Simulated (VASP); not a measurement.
These are PBEsol GGA, VASP's PBE PAW potentials (set 64) (plane waves; VASP) values and carry that method's errors.

Input for VASP

### KPOINTS
```
Automatic mesh
0
Gamma
13 13 7
0 0 0
```

POSCAR:
```
Ti
1
    1.4457044990    -2.5040337004    -0.0000000000
    1.4457044990     2.5040337004    -0.0000000000
    0.0000000000    -0.0000000000     4.5865499074
Ti
2
Direct
  0.3333330000   0.6666670000   0.2500000000
  0.6666670000   0.3333330000   0.7500000000
```

**INCAR**
```
! general
SYSTEM  = Ti
PREC    = Accurate
ENCUT   = 400
LREAL   = .FALSE.
LASPH   = .TRUE.

! electronic loop
EDIFF   = 1E-6
NELM    = 100
ALGO    = Normal
LMAXMIX = 4

! smearing
ISMEAR  = 1
SIGMA   = 0.1

! functional
GGA     = PS

! ions
IBRION  = 2
NSW     = 60
ISIF    = 3
EDIFFG  = -0.01

! output
LWAVE   = .FALSE.
LCHARG  = .FALSE.
```

POTCAR, in this order: Ti_sv (PBE.64 set). Program: vasp_std.

What VASP printed:

**OSZICAR**
```
       N       E                     dE             d eps       ncg     rms          rms(c)
DAV:   1     0.225000733257E+03    0.22500E+03   -0.11922E+04  2704   0.161E+03
DAV:   2     0.851425244600E+01   -0.21649E+03   -0.21500E+03  2752   0.456E+02
DAV:   3    -0.178771314240E+02   -0.26391E+02   -0.26279E+02  5272   0.130E+02
DAV:   4    -0.188404937519E+02   -0.96336E+00   -0.96316E+00  2712   0.262E+01
DAV:   5    -0.188885441164E+02   -0.48050E-01   -0.48050E-01  4448   0.413E+00    0.130E+01
DAV:   6    -0.166782066077E+02    0.22103E+01   -0.79075E+00  3176   0.333E+01    0.328E+00
DAV:   7    -0.166471377202E+02    0.31069E-01   -0.91404E-01  4024   0.812E+00    0.208E+00
DAV:   8    -0.166722626284E+02   -0.25125E-01   -0.22528E-01  3144   0.647E+00    0.748E-01
DAV:   9    -0.166627083275E+02    0.95543E-02   -0.55685E-02  3224   0.273E+00    0.571E-02
DAV:  10    -0.166628914974E+02   -0.18317E-03   -0.21566E-03  4248   0.357E-01    0.922E-02
DAV:  11    -0.166629531875E+02   -0.61690E-04   -0.22099E-04  3064   0.121E-01    0.248E-02
DAV:  12    -0.166629423456E+02    0.10842E-04   -0.37326E-05  3856   0.460E-02    0.100E-02
DAV:  13    -0.166629423324E+02    0.13206E-07   -0.10962E-06  2080   0.117E-02
   1 F= -.16662942E+02 E0= -.16662830E+02  d E =-.166629E+02
       N       E                     dE             d eps       ncg     rms          rms(c)
DAV:   1    -0.166646100807E+02   -0.16677E-02   -0.39927E-02  4456   0.279E+00    0.357E-01
DAV:   2    -0.166629275825E+02    0.16825E-02   -0.71514E-03  3792   0.100E+00    0.915E-02
DAV:   3    -0.166628762411E+02    0.51341E-04   -0.11550E-03  3856   0.221E-01    0.331E-02
DAV:   4    -0.166629161766E+02   -0.39936E-04   -0.18655E-04  3584   0.983E-02    0.146E-02
DAV:   5    -0.166629489901E+02   -0.32813E-04   -0.64068E-05  3504   0.558E-02    0.191E-02
DAV:   6    -0.166629603703E+02   -0.11380E-04   -0.23766E-05  4056   0.388E-02    0.518E-03
DAV:   7    -0.166629617226E+02   -0.13523E-05   -0.22921E-06  2312   0.124E-02    0.654E-04
DAV:   8    -0.166629616084E+02    0.11420E-06   -0.25757E-07  1496   0.449E-03
   2 F= -.16662962E+02 E0= -.16662850E+02  d E =-.192760E-04
       N       E                     dE             d eps       ncg     rms          rms(c)
DAV:   1    -0.166631246134E+02   -0.16289E-03   -0.37295E-03  4472   0.852E-01    0.110E-01
DAV:   2    -0.166629619118E+02    0.16270E-03   -0.67561E-04  3800   0.308E-01    0.279E-02
DAV:   3    -0.166629607558E+02    0.11561E-05   -0.10524E-04  3840   0.671E-02    0.998E-03
DAV:   4    -0.166629661997E+02   -0.54439E-05   -0.16868E-05  3256   0.296E-02    0.441E-03
DAV:   5    -0.166629685286E+02   -0.23289E-05   -0.65989E-06  3448   0.181E-02    0.584E-03
DAV:   6    -0.166629685340E+02   -0.54833E-08   -0.20528E-06  2296   0.118E-02
   3 F= -.16662969E+02 E0= -.16662856E+02  d E =-.262016E-04
```

### OUTCAR
```
------------------------ aborting loop because EDIFF is reached ----------------------------------------
  FORCE on cell =-STRESS in cart. coord.  units (eV):
  Direction    XX          YY          ZZ          XY          YZ          ZX
  --------------------------------------------------------------------------------------
  Total        0.0029389      0.0029389      0.0146770      0.0000000      0.0000000     -0.0000000
  in kB        0.1420042      0.1420042      0.7091826      0.0000000      0.0000000     -0.0000000
  external PRESSURE =       0.3310637 kB  Pullay stress =       0.0000000 kB
  volume of cell :       33.16
      direct lattice vectors                 reciprocal lattice vectors
     1.444871238 -2.502590449  0.000000000     0.346051598 -0.199792979  0.000000000
     1.444871238  2.502590449  0.000000000     0.346051598  0.199792979  0.000000000
    -0.000000000 -0.000000000  4.585001930    -0.000000000  0.000000000  0.218102416
 POSITION                                       TOTAL-FORCE (eV/Angst)
 -----------------------------------------------------------------------------------
      1.44487      0.83420      1.14625        -0.000000     -0.000000      0.000000
      1.44487     -0.83420      3.43875         0.000000      0.000000      0.000000
 -----------------------------------------------------------------------------------
    total drift:                                0.000000      0.001048     -0.000020
  FREE ENERGIE OF THE ION-ELECTRON SYSTEM (eV)
  ---------------------------------------------------
  free  energy   TOTEN  =       -16.6629685340 eV

  energy  without entropy=      -16.6626312177  energy(sigma->0) =      -16.66285610

 reached required accuracy - stopping structural energy minimisation
```
(Selected blocks of OUTCAR.)

### CONTCAR
```
Ti
   1.00000000000000
     1.4448712375635593   -2.5025904491603019    0.0000000000000000
     1.4448712375635593    2.5025904491603019    0.0000000000000000
    -0.0000000000000000   -0.0000000000000000    4.5850019298861300
  Ti
     2
Direct
     0.3333330000000032    0.6666669999999968    0.2500000000000000
     0.6666669999999968    0.3333330000000032    0.7500000000000000
```

The compound is Ti in the hcp structure. This run relaxes it. Symmetry was kept, so distortions that lower it aren't found. The start is the result of an earlier pass.
